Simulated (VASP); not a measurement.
Consider the following.

```xyz
6
Lattice="7.2675 0.0000 0.0000 0.0000 7.2675 0.0000 0.0000 0.0000 7.2675" Properties=species:S:1:pos:R:3 pbc="T T T"
Sr     5.4506     5.4506     5.4506
Sr     5.4506     1.8169     1.8169
Sr     1.8169     5.4506     1.8169
Sr     1.8169     1.8169     5.4506
Si     0.0000     0.0000     0.0000
Si     3.6338     3.6338     3.6338
```

The numbers are results of PBE GGA, VASP's PBE PAW potentials (set 64) (plane waves; VASP 6.6.1), not measurements. Run with 300 eV cut-off, 3×3×3 Γ-centred mesh, Fermi-Dirac smearing of 0.14 eV, potentials Sr_sv Si.

At this cut-off the stress carries a Pulay error, which pulls relaxed volumes low.

**Question.** Give the stress tensor in GPa (positive for a compressed cell).

**Answer.** 
```
-2.12   0.00   0.00
 0.00  -2.12   0.00
 0.00   0.00  -2.12
```
The pressure is its mean diagonal, -2.12 GPa.

The structure was generated: Sr2Si was put into an ordered model structure, which need not be its known phase. The cell was not relaxed at this level.
